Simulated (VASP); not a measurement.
Consider the following.

```yaml
crystal:
  lattice:
    - [0.00000, 3.68512, 3.68512]
    - [3.68512, 0.00000, 3.68512]
    - [3.68512, 3.68512, 0.00000]
  atoms:
    - { symbol: K, position: [0.25000, 0.25000, 0.25000] }
    - { symbol: K, position: [0.75000, 0.75000, 0.75000] }
    - { symbol: S, position: [0.00000, 0.00000, 0.00000] }
```

Level of theory: optB86b-vdW, VASP's PBE PAW potentials (set 64) (plane waves; VASP). Run with 520 eV cut-off, Gaussian smearing of 0.050 eV, potentials K_sv S.

Task: Estimate the band gap (along the path) with the smallest direct gap where there is one.

Result: 
band gap (along the path): 2.30 eV
smallest direct gap (along the path): 2.51 eV

Only differences to runs with the same potentials and settings are physical.

The compound is K2S in the antifluorite structure. It was relaxed first.
